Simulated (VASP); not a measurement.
A convergence study with VASP on AgBr (rock salt): one setting is varied, all else stays as given below, so the limit is that of these other settings.

```
CELL_PARAMETERS angstrom
      0.00000     2.88500     2.88500
      2.88500     0.00000     2.88500
      2.88500     2.88500     0.00000
ATOMIC_POSITIONS crystal
  Ag 0.00000 0.00000 0.00000
  Br 0.50000 0.50000 0.50000
```

Calculation: PBE GGA, VASP's PBE PAW potentials (set 64) (plane waves; VASP 6.6.1). The tightest run used: 550 eV cut-off, 17×17×17 Γ-centred mesh, tetrahedra with Blöchl corrections, potentials Ag Br.

Gaps are read on the run's mesh, which can miss a band edge.

| setting | E (eV/atom) | pressure (GPa) | gap on the mesh (eV) | irreducible k-points |
|---|---|---|---|---|
| 3×3×3 mesh | -2.4451 | 2.33 | 1.020 | 4 |
| 4×4×4 mesh | -2.4842 | 1.77 | 0.669 | 8 |
| 5×5×5 mesh | -2.4935 | 1.56 | 0.810 | 10 |

Problem. These are the cheaper rows. Estimate the results at 17×17×17 mesh, and how far the last row shown lies from them.

Solution. 
```csv
quantity,tightest run,last row shown is off by
E (eV/atom),-2.4959,0.0025
pressure (GPa),1.50,0.06
gap on the mesh (eV),0.687,0.123
```

Left out are rungs that failed or repeat a setting and relaxations that didn't move; long series are thinned to 24 rows.

The compound is AgBr in the rock salt structure. The cell was not relaxed at this level.
